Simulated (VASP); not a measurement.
All values below come from LDA (Ceperley-Alder, Perdew-Zunger), VASP's LDA PAW potentials (set 64) (plane waves; VASP).

Input for VASP

POSCAR:
```
Ru3W
1
    3.8187790000     0.0000000000     0.0000000000
    0.0000000000     3.8187790000     0.0000000000
    0.0000000000     0.0000000000     3.8187790000
Ru W
3 1
Direct
  0.0000000000   0.5000000000   0.5000000000
  0.5000000000   0.5000000000   0.0000000000
  0.5000000000   0.0000000000   0.5000000000
  0.0000000000   0.0000000000   0.0000000000
```

INCAR:
```
SYSTEM = Ru3W
PREC = Accurate; ENCUT = 300; LREAL = .FALSE.
LASPH = .TRUE.
EDIFF = 1E-6; NELM = 100; ALGO = Normal
LMAXMIX = 6
ISMEAR = -1; SIGMA = 0.1
ISIF = 2
LWAVE = .FALSE.; LCHARG = .FALSE.
```

KPOINTS:
```
Regular mesh
0
gamma
  6 6 6
```

POTCAR, in this order: Ru_pv W_sv (LDA.64 set). Program: vasp_std.

At this cut-off the stress carries a Pulay error, which pulls relaxed volumes low. Unless said otherwise, spin-orbit coupling is left out, though it shifts the bands of the heavy elements here.

### Question
Estimate the energy per atom (σ→0), pressure, band gap (on the k-mesh).

### Answer

```
Quantity                                                    Result
------------------------  ----------------------------------------
energy per atom (σ→0)                              -11.561 eV/atom
band gap (on the k-mesh)  none (metal, semimetal or under 0.01 eV)
pressure                                                 -5.50 GPa
```

### OSZICAR
```
...
DAV:   7    -0.463809790692E+02    0.28936E+00   -0.16859E+00  1597   0.690E+00    0.213E+00
DAV:   8    -0.463280947590E+02    0.52884E-01   -0.30841E-01  1563   0.284E+00    0.986E-01
DAV:   9    -0.463130752777E+02    0.15019E-01   -0.15115E-02  1471   0.107E+00    0.242E-01
DAV:  10    -0.463124750821E+02    0.60020E-03   -0.98472E-04  1716   0.228E-01    0.712E-02
DAV:  11    -0.463124950346E+02   -0.19953E-04   -0.71104E-05  1667   0.480E-02    0.128E-02
DAV:  12    -0.463124942473E+02    0.78729E-06   -0.18750E-05  1279   0.244E-02    0.150E-02
DAV:  13    -0.463124944728E+02   -0.22552E-06   -0.10523E-06   791   0.657E-03
   1 F= -.46312494E+02 E0= -.46244680E+02  d E =-.135628E+00
```

The structure was generated: Ru3W was put into an ordered model structure, which need not be its known phase. The cell was not relaxed at this level. The run is one of a series of settings (GGA removed, POTCAR Ru_pv W_sv (LDA.64 set) against the base run), some of them coarse on purpose.
